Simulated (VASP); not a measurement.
# Fe2O3 (Hematite): magnetic orders, part 2 of 6

Is Fe2O3 (Hematite) a ferromagnet or an antiferromagnet at this level? The start is a cell from a database of measured crystal structures.

VASP 6.6.1, plane waves and PAW; the level of theory is named at each step.

So far: Set-up; Relax in the ferromagnetic state.

### Step 2. Relax in the ferromagnetic state (continued)

Level of this step: r2SCAN, DFT+U (Fe d 6 eV), spin-polarised from a ferromagnetic start; plane waves and PAW (Fe, O) (VASP).

Parts of OUTCAR (step 2):

```text
ion  position               nearest neighbor table
   1  0.355  0.355  0.355-   9 1.95  10 1.95   8 1.95   7 2.12   5 2.12   6 2.12   2 2.90   3 2.97
                             3 2.97   3 2.97
   2  0.145  0.145  0.145-   8 1.95  10 1.95   9 1.95   7 2.12   5 2.12   6 2.12   1 2.90   4 2.97
                             4 2.97   4 2.97
   3  0.645  0.645  0.645-   6 1.95   7 1.95   5 1.95  10 2.12   9 2.12   8 2.12   4 2.90   1 2.97
                             1 2.97   1 2.97
   4  0.855  0.855  0.855-   5 1.95   7 1.95   6 1.95  10 2.12   9 2.12   8 2.12   3 2.90   2 2.97
                             2 2.97   2 2.97
   5  0.556  0.250  0.944-   4 1.95   3 1.95   1 2.12   2 2.12
   6  0.250  0.944  0.556-   3 1.95   4 1.95   1 2.12   2 2.12
   7  0.944  0.556  0.250-   3 1.95   4 1.95   1 2.12   2 2.12
   8  0.444  0.750  0.056-   2 1.95   1 1.95   3 2.12   4 2.12
   9  0.750  0.056  0.444-   1 1.95   2 1.95   3 2.12   4 2.12
  10  0.056  0.444  0.750-   1 1.95   2 1.95   3 2.12   4 2.12

  LATTYP: Found a trigonal (rhomboedric) cell.
 ALAT       =     5.4345838643
 COS(alpha) =     0.5703114900

 Subroutine GETGRP returns: Found 12 space group operations
 (whereof  6 operations were pure point group operations)

The static configuration has the point symmetry S_6 .
 The point group associated with its full space group is D_3d.

 Found     13 irreducible k-points:

   k-points           NKPTS =     13   k-points in BZ     NKDIM =     13   number of bands    NBANDS=     49

   dimension x,y,z NGX =    30 NGY =   30 NGZ =   30
   dimension x,y,z NGXF=    60 NGYF=   60 NGZF=   60

   ENCUT  =  480.0 eV  35.28 Ry    5.94 a.u.   9.71  9.71  9.71*2*pi/ulx,y,z

   NELECT =      68.0000    total number of electrons

 k-points in reciprocal lattice and weights: Automatic mesh
   0.00000000  0.00000000  0.00000000       0.016
   0.25000000 -0.00000000  0.00000000       0.094
   0.50000000 -0.00000000  0.00000000       0.047
   0.25000000  0.25000000  0.00000000       0.094
   0.50000000  0.25000000  0.00000000       0.188
  -0.25000000  0.25000000  0.00000000       0.094
   0.50000000  0.50000000  0.00000000       0.047
   0.25000000  0.25000000  0.25000000       0.031
   0.50000000  0.25000000  0.25000000       0.094
  -0.25000000  0.25000000  0.25000000       0.094
   0.50000000  0.50000000  0.25000000       0.094
  -0.25000000  0.50000000  0.25000000       0.094
   0.50000000  0.50000000  0.50000000       0.016

atom =   1  type =  1  l = 2

 onsite density matrix

spin component  1

  1.0275 -0.0452  0.0000 -0.0069  0.0000
 -0.0452  1.0496 -0.0000 -0.0000 -0.0069
  0.0000 -0.0000  0.9943  0.0000  0.0000
 -0.0069 -0.0000  0.0000  1.0496  0.0452
  0.0000 -0.0069  0.0000  0.0452  1.0275

spin component  2

  0.1164 -0.0904 -0.0000 -0.0186 -0.0000
 -0.0904  0.1707 -0.0000 -0.0000 -0.0186
 -0.0000 -0.0000  0.0574  0.0000  0.0000
 -0.0186 -0.0000  0.0000  0.1707  0.0904
 -0.0000 -0.0186  0.0000  0.0904  0.1164

 occupancies and eigenvectors

  o =  0.0473  v =  0.0000  0.0000  0.0000  0.0000  0.0000 -0.1600  0.0012 -0.0000 -0.5993  0.7844      0.0000  0.0000  0.0000  0.0000  0.0000  0.0000  0.0000  0.0000  0.0000  0.0000
  o =  0.0473  v =  0.0000  0.0000  0.0000  0.0000  0.0000  0.7844  0.5993 -0.0000  0.0012  0.1600      0.0000  0.0000  0.0000  0.0000  0.0000  0.0000  0.0000  0.0000  0.0000  0.0000
  o =  0.0574  v =  0.0000  0.0000  0.0000  0.0000  0.0000  0.0000  0.0000  1.0000 -0.0000  0.0000      0.0000  0.0000  0.0000  0.0000  0.0000  0.0000  0.0000  0.0000  0.0000  0.0000
  o =  0.2398  v =  0.0000  0.0000  0.0000  0.0000  0.0000  0.1209 -0.0000 -0.0000 -0.8005 -0.5870      0.0000  0.0000  0.0000  0.0000  0.0000  0.0000  0.0000  0.0000  0.0000  0.0000
  o =  0.2398  v =  0.0000  0.0000  0.0000  0.0000  0.0000 -0.5870  0.8005 -0.0000 -0.0000 -0.1209      0.0000  0.0000  0.0000  0.0000  0.0000  0.0000  0.0000  0.0000  0.0000  0.0000
  o =  0.9915  v = -0.1187 -0.0000 -0.0000 -0.6184  0.7769  0.0000  0.0000  0.0000  0.0000  0.0000      0.0000  0.0000  0.0000  0.0000  0.0000  0.0000  0.0000  0.0000  0.0000  0.0000
  o =  0.9915  v = -0.7769 -0.6184  0.0000  0.0000 -0.1187  0.0000  0.0000  0.0000  0.0000  0.0000      0.0000  0.0000  0.0000  0.0000  0.0000  0.0000  0.0000  0.0000  0.0000  0.0000
  o =  0.9943  v =  0.0000 -0.0000 -1.0000  0.0000 -0.0000  0.0000  0.0000  0.0000  0.0000  0.0000      0.0000  0.0000  0.0000  0.0000  0.0000  0.0000  0.0000  0.0000  0.0000  0.0000
  o =  1.0856  v =  0.0934  0.0000 -0.0000 -0.7859 -0.6113  0.0000  0.0000  0.0000  0.0000  0.0000      0.0000  0.0000  0.0000  0.0000  0.0000  0.0000  0.0000  0.0000  0.0000  0.0000
  o =  1.0856  v = -0.6113  0.7859 -0.0000  0.0000 -0.0934  0.0000  0.0000  0.0000  0.0000  0.0000      0.0000  0.0000  0.0000  0.0000  0.0000  0.0000  0.0000  0.0000  0.0000  0.0000

atom =   2  type =  1  l = 2

 onsite density matrix

spin component  1

  1.0275  0.0452 -0.0000 -0.0069 -0.0000
  0.0452  1.0496 -0.0000  0.0000 -0.0069
 -0.0000 -0.0000  0.9943 -0.0000  0.0000
 -0.0069  0.0000 -0.0000  1.0496 -0.0452
 -0.0000 -0.0069  0.0000 -0.0452  1.0275

spin component  2

  0.1164  0.0904  0.0000 -0.0186  0.0000
  0.0904  0.1707 -0.0000  0.0000 -0.0186
  0.0000 -0.0000  0.0574 -0.0000  0.0000
 -0.0186  0.0000 -0.0000  0.1707 -0.0904
  0.0000 -0.0186  0.0000 -0.0904  0.1164

 occupancies and eigenvectors

  o =  0.0473  v =  0.0000  0.0000  0.0000  0.0000  0.0000 -0.1599 -0.0012  0.0000 -0.5993 -0.7844      0.0000  0.0000  0.0000  0.0000  0.0000  0.0000  0.0000  0.0000  0.0000  0.0000
  o =  0.0473  v =  0.0000  0.0000  0.0000  0.0000  0.0000  0.7844 -0.5993  0.0000  0.0012 -0.1599      0.0000  0.0000  0.0000  0.0000  0.0000  0.0000  0.0000  0.0000  0.0000  0.0000
  o =  0.0574  v =  0.0000  0.0000  0.0000  0.0000  0.0000 -0.0000  0.0000  1.0000  0.0000  0.0000      0.0000  0.0000  0.0000  0.0000  0.0000  0.0000  0.0000  0.0000  0.0000  0.0000
  o =  0.2398  v =  0.0000  0.0000  0.0000  0.0000  0.0000  0.1209 -0.0001  0.0000 -0.8005  0.5870      0.0000  0.0000  0.0000  0.0000  0.0000  0.0000  0.0000  0.0000  0.0000  0.0000
  o =  0.2398  v =  0.0000  0.0000  0.0000  0.0000  0.0000 -0.5870 -0.8005  0.0000  0.0001  0.1209      0.0000  0.0000  0.0000  0.0000  0.0000  0.0000  0.0000  0.0000  0.0000  0.0000
  o =  0.9915  v = -0.1187  0.0000  0.0000 -0.6184 -0.7769  0.0000  0.0000  0.0000  0.0000  0.0000      0.0000  0.0000  0.0000  0.0000  0.0000  0.0000  0.0000  0.0000  0.0000  0.0000
  o =  0.9915  v =  0.7769 -0.6184  0.0000 -0.0000 -0.1187  0.0000  0.0000  0.0000  0.0000  0.0000      0.0000  0.0000  0.0000  0.0000  0.0000  0.0000  0.0000  0.0000  0.0000  0.0000
[...]
occupancies and eigenvectors

  o =  0.0473  v =  0.0000  0.0000  0.0000  0.0000  0.0000 -0.1605 -0.0007  0.0000 -0.5993 -0.7843      0.0000  0.0000  0.0000  0.0000  0.0000  0.0000  0.0000  0.0000  0.0000  0.0000
  o =  0.0473  v =  0.0000  0.0000  0.0000  0.0000  0.0000  0.7843 -0.5993  0.0000  0.0007 -0.1605      0.0000  0.0000  0.0000  0.0000  0.0000  0.0000  0.0000  0.0000  0.0000  0.0000
  o =  0.0574  v =  0.0000  0.0000  0.0000  0.0000  0.0000 -0.0000  0.0000  1.0000  0.0000  0.0000      0.0000  0.0000  0.0000  0.0000  0.0000  0.0000  0.0000  0.0000  0.0000  0.0000
  o =  0.2398  v =  0.0000  0.0000  0.0000  0.0000  0.0000  0.1210  0.0001  0.0000 -0.8005  0.5870      0.0000  0.0000  0.0000  0.0000  0.0000  0.0000  0.0000  0.0000  0.0000  0.0000
  o =  0.2398  v =  0.0000  0.0000  0.0000  0.0000  0.0000 -0.5870 -0.8005  0.0000 -0.0001  0.1210      0.0000  0.0000  0.0000  0.0000  0.0000  0.0000  0.0000  0.0000  0.0000  0.0000
  o =  0.9915  v = -0.1187  0.0000  0.0000 -0.6184 -0.7769  0.0000  0.0000  0.0000  0.0000  0.0000      0.0000  0.0000  0.0000  0.0000  0.0000  0.0000  0.0000  0.0000  0.0000  0.0000
  o =  0.9915  v =  0.7769 -0.6184  0.0000 -0.0000 -0.1187  0.0000  0.0000  0.0000  0.0000  0.0000      0.0000  0.0000  0.0000  0.0000  0.0000  0.0000  0.0000  0.0000  0.0000  0.0000
  o =  0.9943  v = -0.0000  0.0000  1.0000  0.0000  0.0000  0.0000  0.0000  0.0000  0.0000  0.0000      0.0000  0.0000  0.0000  0.0000  0.0000  0.0000  0.0000  0.0000  0.0000  0.0000
  o =  1.0856  v =  0.0934 -0.0000  0.0000 -0.7859  0.6113  0.0000  0.0000  0.0000  0.0000  0.0000      0.0000  0.0000  0.0000  0.0000  0.0000  0.0000  0.0000  0.0000  0.0000  0.0000
  o =  1.0856  v = -0.6113 -0.7859  0.0000  0.0000  0.0934  0.0000  0.0000  0.0000  0.0000  0.0000      0.0000  0.0000  0.0000  0.0000  0.0000  0.0000  0.0000  0.0000  0.0000  0.0000

 average (electrostatic) potential at core
       1 -52.9904       2 -52.9904       3 -52.9904       4 -52.9904       5 -73.8998
       6 -73.8998       7 -73.8998       8 -73.8998       9 -73.8998      10 -73.8998

 E-fermi :   3.2959

 spin component 1
 k-point     1 :       0.0000    0.0000    0.0000
  band No.  band energies     occupation
    ...
     40       2.4850      1.00000
     41       2.7346      1.00000
     42       2.7346      1.00000
     43       3.0823      1.00000
     44       3.0823      1.00000
     45       8.5761      0.00000
     46      12.3928      0.00000
     47      14.4268      0.00000
     48      15.0643      0.00000
     49      15.5684      0.00000

 k-point     2 :       0.2500   -0.0000    0.0000
  band No.  band energies     occupation
    ...
     40       2.4938      1.00000
     41       2.6617      1.00000
     42       2.7535      1.00000
     43       2.7964      1.00000
     44       2.9634      1.00000
     45       9.7593      0.00000
     46      13.2549      0.00000
     47      13.6649      0.00000
     48      13.9616      0.00000
     49      14.5519      0.00000

 k-point     3 :       0.5000   -0.0000    0.0000
  band No.  band energies     occupation
    ...
     40       2.0550      1.00000
     41       2.3568      1.00000
     42       2.3568      1.00000
     43       2.9077      1.00000
     44       2.9077      1.00000
     45      11.9026      0.00000
     46      11.9026      0.00000
     47      13.3518      0.00000
     48      13.3518      0.00000
     49      15.0670      0.00000

 k-point     4 :       0.2500    0.2500    0.0000
  band No.  band energies     occupation
    ...
     40       2.4971      1.00000
     41       2.6338      1.00000
     42       2.6812      1.00000
     43       2.7570      1.00000
     44       3.0249      1.00000
     45      10.0274      0.00000
     46      13.1552      0.00000
     47      13.9922      0.00000
     48      14.0009      0.00000
     49      14.5792      0.00000

 k-point     5 :       0.5000    0.2500    0.0000
  band No.  band energies     occupation
    ...
     40       2.4534      1.00000
     41       2.5749      1.00000
     42       2.7872      1.00000
     43       2.8142      1.00000
     44       2.9081      1.00000
     45      11.5915      0.00000
     46      12.7971      0.00000
     47      13.2560      0.00000
     48      13.8494      0.00000
     49      14.0677      0.00000

 k-point     6 :      -0.2500    0.2500    0.0000
  band No.  band energies     occupation
    ...
     40       2.2672      1.00000
     41       2.4617      1.00000
     42       2.8316      1.00000
     43       2.9129      1.00000
     44       2.9990      1.00000
     45      11.1116      0.00000
     46      12.8287      0.00000
     47      13.1970      0.00000
     48      13.9431      0.00000
     49      14.1523      0.00000

  Total       -0.1334077     -0.1334077      0.1277244      0.0000000      0.0000000     -0.0000000
  in kB       -2.1321469     -2.1321469      2.0413166      0.0000000      0.0000000     -0.0000000
  external PRESSURE =      -0.7409924 kB  Pullay stress =       0.0000000 kB

  energy-cutoff  :      480.00
  volume of cell :      100.25
      direct lattice vectors                 reciprocal lattice vectors
     2.522357159  1.456283585  4.548523418     0.198227280  0.114446574  0.073283856
    -2.522357159  1.456283585  4.548523418    -0.198227280  0.114446574  0.073283856
     0.000000000 -2.912567169  4.548523418     0.000000000 -0.228893148  0.073283856

 POSITION                                       TOTAL-FORCE (eV/Angst)
 -----------------------------------------------------------------------------------
      0.00000      0.00000      4.81418         0.000000      0.000000     -0.015975
      0.00000      0.00000      2.00861         0.000000      0.000000      0.015975
      0.00000      0.00000      8.83139         0.000000      0.000000      0.015975
      0.00000      0.00000     11.63696         0.000000      0.000000     -0.015975
      0.76574     -1.58626      7.95992         0.009898      0.017144     -0.000000
     -1.75661      0.12998      7.95992         0.009898     -0.017144     -0.000000
      0.99087      1.45628      7.95992        -0.019797      0.000000      0.000000
     -0.76574      1.58626      5.68565        -0.009898     -0.017144     -0.000000
      1.75661     -0.12998      5.68565        -0.009898      0.017144     -0.000000
     -0.99087     -1.45628      5.68565         0.019797      0.000000      0.000000
 -----------------------------------------------------------------------------------
    total drift:                                0.000000      0.000000     -0.000000

  FREE ENERGIE OF THE ION-ELECTRON SYSTEM (eV)
  ---------------------------------------------------
  free  energy   TOTEN  =      -102.0738050638 eV

  energy  without entropy=     -102.0738050638  energy(sigma->0) =     -102.07380506

 reached required accuracy - stopping structural energy minimisation

 total charge
# of ion       s       p       d       tot
------------------------------------------
    1        0.388   0.587   5.750   6.725
    2        0.388   0.587   5.750   6.725
    3        0.388   0.587   5.750   6.725
    4        0.388   0.587   5.750   6.725
    5        1.564   3.549   0.000   5.112
    6        1.564   3.549   0.000   5.112
    7        1.564   3.549   0.000   5.112
    8        1.564   3.549   0.000   5.112
    9        1.564   3.549   0.000   5.112
   10        1.564   3.549   0.000   5.112
--------------------------------------------------
tot         10.935  23.639  22.999  57.573

 magnetization (x)
# of ion       s       p       d       tot
------------------------------------------
    1        0.028   0.036   4.506   4.569
    2        0.028   0.036   4.506   4.569
    3        0.028   0.036   4.506   4.569
    4        0.028   0.036   4.506   4.569
    5        0.019   0.263   0.000   0.282
    6        0.019   0.263   0.000   0.282
    7        0.019   0.263   0.000   0.282
    8        0.019   0.263   0.000   0.282
    9        0.019   0.263   0.000   0.282
   10        0.019   0.263   0.000   0.282
--------------------------------------------------
tot          0.224   1.720  18.023  19.967

[... 6 further parts left out ...]
```

CONTCAR:

```
Fe2O3
   1.00000000000000
     2.5223571587257236    1.4562835845940543    4.5485234177963587
    -2.5223571587257236    1.4562835845940543    4.5485234177963587
     0.0000000000000000   -2.9125671691881085    4.5485234177963587
  Fe              O
     4     6
Direct
     0.3528013838137609    0.3528013838137609    0.3528013838137609
     0.1471986161862391    0.1471986161862391    0.1471986161862391
     0.6471986161862392    0.6471986161862392    0.6471986161862392
     0.8528013838137608    0.8528013838137608    0.8528013838137608
     0.5535820416718484    0.2500000000000000    0.9464179583281516
     0.2500000000000000    0.9464179583281516    0.5535820416718484
     0.9464179583281516    0.5535820416718484    0.2500000000000000
     0.4464179583281517    0.7500000000000000    0.0535820416718483
     0.7500000000000000    0.0535820416718483    0.4464179583281517
     0.0535820416718483    0.4464179583281517    0.7500000000000000
```

The magnetic state follows from one typed start and may not be the lowest. The gap is read on the k-mesh alone, so it is an upper bound where the band edges lie off the mesh. The PAW data sets were made with PBE, which is usual practice but a small mismatch for other functionals. The run keeps the 12 symmetry operations of its start, so it cannot find a distortion of lower symmetry.

Relaxation path:

```csv
step,energy less that of the first step (eV),largest force (eV/Å),pressure (GPa),volume (Å³)
1,0.0000,0.5665,-1.23,100.91
2,-0.0538,0.2115,0.50,100.00
3,-0.0569,0.0882,1.22,99.72
4,-0.0587,0.0337,-0.79,100.55
5,-0.0594,0.0302,-0.12,100.25
6,-0.0601,0.0198,-0.07,100.25
```

```csv
"conventional cell, symmetrised",before,after,change
a (Å),5.038,5.045,+0.1 %
b (Å),5.038,5.045,+0.1 %
c (Å),13.772,13.646,-0.9 %
volume (Å³/atom),10.09,10.02,-0.7 %
```

The atoms that moved most (Å, as changes of fractional coordinates times the final cell):

```csv
atom,dx,dy,dz,length
Fe1,0.000,0.000,-0.034,0.034
Fe2,0.000,0.000,0.034,0.034
Fe4,0.000,0.000,-0.034,0.034
Fe3,0.000,0.000,0.034,0.034
O10,-0.012,0.000,0.000,0.012
O7,0.012,0.000,0.000,0.012
O9,0.006,-0.010,0.000,0.012
O8,0.006,0.010,0.000,0.012
```

Final coordinates:

```
Fe O
1.0
     2.52236    1.45628    4.54852
    -2.52236    1.45628    4.54852
     0.00000   -2.91257    4.54852
Fe O
4 6
Cartesian
  0.0000 0.0000 4.8142
  0.0000 0.0000 2.0086
  0.0000 0.0000 8.8314
  0.0000 0.0000 11.6370
  0.7657 -1.5863 7.9599
  -1.7566 0.1300 7.9599
  0.9909 1.4563 7.9599
  -0.7657 1.5863 5.6857
  1.7566 -0.1300 5.6857
  -0.9909 -1.4563 5.6857
```

A gap read on the k-mesh alone can miss the band edges.

Numbers from this step:

- electronic cycles: 53
- electrons: 68
- free energy (TOTEN): -102.0738 eV
- Fermi energy: 3.296 eV
- moment of the cell, from the last line of the log: 20 μB
- labelled metallic, from the levels on this mesh: no
- gap on the k-mesh: 3.041 eV
- least direct gap on the k-mesh: 3.124 eV

Spin moment in the PAW sphere by atom:

```csv
atom,spin moment in the PAW sphere (μB)
Fe1,4.57
Fe2,4.57
Fe3,4.57
Fe4,4.57
O5,0.28
O6,0.28
O7,0.28
O8,0.28
O9,0.28
O10,0.28
```

The run ended after 6 ionic steps, 0.060 eV below its first step, once forces and stress met EDIFFG = -0.02.

[end of part 2 of 6]

[Lines on the potential files, build, host, timing and source positions are cut from VASP's logs without a mark.]

[Logs are printed without paths, hosts, clocks, repeated set-up lines and the standing remarks that a program may print on its own settings, such as how far it seeks lower states.]

[Hosts, paths, dates, database ids (printed as entryN), source tags and the programs' standing remarks are cut or masked in the printed files.]

[In band tables of VASP the shares of atoms and orbitals are scaled to a sum of 1 inside the atoms' spheres.]

[Runs that stopped without an error message from VASP are left out.]
